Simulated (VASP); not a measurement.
Set up this calculation in VASP 6.6.1, as the native input.

```yaml
Task: band structure
Functional: LDA
Potentials_or_basis: VASP PAW LDA potentials, release 64 (Ga_d, O)
Cutoff: 450 eV
k_mesh: 8 × 8 × 8
Occupations: gaussian, width 0.02 eV
Spin: no spin polarisation
Further_INCAR_settings: ALGO = Fast; EDIFF = 1e-06
```

The structure of Ga2O3 lies in POSCAR:

```
Ga2O3                                   
1.0
    2.5316102208      1.4616258880      4.5448809701
   -2.5316102208      1.4616258880      4.5448809701
    0.0000000000     -2.9232516734      4.5448809696
  Ga              O             
     4     6
Direct
     0.8559097183966540    0.8559097183966540    0.8559097183965545
     0.6440902816033460    0.6440902816033460    0.6440902816034455
     0.1440902816033461    0.1440902816033461    0.1440902816034456
     0.3559097183966539    0.3559097183966539    0.3559097183965545
     0.7499999999999858    0.4468929668614267    0.0531070331385804
     0.4468929668614410    0.0531070331385590    0.7500000000000000
     0.0531070331385733    0.7500000000000142    0.4468929668614196
     0.2500000000000143    0.5531070331385733    0.9468929668614195
     0.9468929668614267    0.2499999999999858    0.5531070331385805
     0.5531070331385591    0.9468929668614409    0.2500000000000000
```

The cell is a database's computed one.

The input as run:

INCAR

```
SYSTEM = Ga2O3
PREC     = Accurate       ! precision mode
ENCUT    = 450            ! plane-wave cutoff, eV
EDIFF    = 1E-6           ! SCF threshold, eV
ISMEAR   = 0              ! smearing method
SIGMA    = 0.02           ! smearing width, eV
LREAL    = .False.        ! projectors in reciprocal space
LASPH    = .True.         ! aspherical terms in the spheres
NELM     = 120            ! most SCF steps
ALGO     = Fast           ! electronic algorithm
ISIF     = 2              ! what is computed and relaxed
LWAVE    = .False.        ! write WAVECAR
LCHARG   = .False.        ! write CHGCAR
GGA      = CA             ! functional
KPAR     = 4
```

KPOINTS

```
regular mesh
0
Gamma
  8 8 8
  0 0 0
```

KPOINTS_OPT

```
path GLB1,BZGX,QFP1Z,LP
10
line-mode
reciprocal
 0.0000000000  0.0000000000  0.0000000000  G
 0.5000000000  0.0000000000  0.0000000000  L

 0.5000000000  0.0000000000  0.0000000000  L
 0.5000000000  0.2356861100 -0.2356861100  B1

 0.7643138900  0.5000000000  0.2356861100  B
 0.5000000000  0.5000000000  0.5000000000  Z

 0.5000000000  0.5000000000  0.5000000000  Z
 0.0000000000  0.0000000000  0.0000000000  G

 0.0000000000  0.0000000000  0.0000000000  G
 0.3678430550  0.0000000000 -0.3678430550  X

 0.6321569450  0.3678430550  0.0000000000  Q
 0.5000000000  0.5000000000  0.0000000000  F

 0.5000000000  0.5000000000  0.0000000000  F
 0.6321569450  0.6321569450  0.2356861100  P1

 0.6321569450  0.6321569450  0.2356861100  P1
 0.5000000000  0.5000000000  0.5000000000  Z

 0.5000000000  0.0000000000  0.0000000000  L
 0.7643138900  0.3678430550  0.3678430550  P
```

Potentials or basis: VASP PAW LDA potentials, release 64 (Ga_d, O).

The run is started by

```bash
$ cat potpaw_LDA.64/Ga_d/POTCAR potpaw_LDA.64/O/POTCAR > POTCAR
$ mpirun -np 4 vasp_std > vasp.out
```

Results of the run:

```yaml
Largest_force: 0.066 eV/Å
Band_gap_on_the_k_mesh: 2.33 eV, indirect (least direct gap 2.55 eV)
Band_gap_along_the_path: 2.31 eV, indirect (least direct gap 2.55 eV)
```

Wall time 4.5 min on 4 MPI ranks on AMD EPYC 7R13 Processor (Zen 3) (shared host), peak memory 0.43 GiB a rank.
